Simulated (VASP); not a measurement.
These are LDA (Ceperley-Alder, Perdew-Zunger), VASP's LDA PAW potentials (set 64) (plane waves; VASP) values and carry that method's errors. For the first row: Run with 520 eV cut-off, 10×10×10 Γ-centred mesh, first-order Methfessel-Paxton smearing of 0.10 eV, potentials Si Ni.

| system | energy (eV/atom) |
|---|---|
| NiSi₂ (fluorite) | -6.6329 |
| Si (diamond) | -5.9578 |
| Ni (fcc) | -6.5808 |

The references are the elements' solids at the same level; no temperature or zero-point terms are added.

What is the formation energy per atom of NiSi2?

The references average (2×(-5.9578) + 1×(-6.5808))/3 = -6.1655 eV, so the formation energy is -6.6329 − (-6.1655) = -0.467 eV/atom.
